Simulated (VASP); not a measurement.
A convergence study with VASP on Ag (fcc): one setting is varied, all else stays as given below, so the limit is that of these other settings.

```
CELL_PARAMETERS angstrom
      0.00000     2.04500     2.04500
      2.04500     0.00000     2.04500
      2.04500     2.04500     0.00000
ATOMIC_POSITIONS crystal
  Ag 0.00000 0.00000 0.00000
```

The numbers are results of LDA (Ceperley-Alder, Perdew-Zunger), VASP's LDA PAW potentials (set 64) (plane waves; VASP), not measurements. The tightest run used: 550 eV cut-off, 21×21×21 Monkhorst-Pack mesh, first-order Methfessel-Paxton smearing of 0.10 eV, potentials Ag.

```tsv
setting	E (eV/atom)	pressure (GPa)	irreducible k-points
1×1×1 mesh	-11.4600	-85.39	1
2×2×2 mesh	-3.0513	-2.71	2
3×3×3 mesh	-4.0762	-10.70	4
4×4×4 mesh	-3.7030	-5.90	10
5×5×5 mesh	-3.8748	-8.39	10
6×6×6 mesh	-3.7488	-6.97	28
7×7×7 mesh	-3.8064	-7.89	20
8×8×8 mesh	-3.7545	-7.62	60
9×9×9 mesh	-3.7745	-7.70	35
10×10×10 mesh	-3.7596	-7.52	110
```

Problem. These are the cheaper rows. Estimate the results at 21×21×21 mesh, and how far the last row shown lies from them.

Solution. 
```json
[
 {"quantity": "E (eV/atom)", "tightest run": "-3.7522", "last row shown is off by": "-0.0074"},
 {"quantity": "pressure (GPa)", "tightest run": "-7.50", "last row shown is off by": "-0.02"}
]
```

Left out are rungs that failed or repeat a setting and relaxations that didn't move; long series are thinned to 24 rows.

The compound is Ag in the fcc structure. The cell was not relaxed at this level.
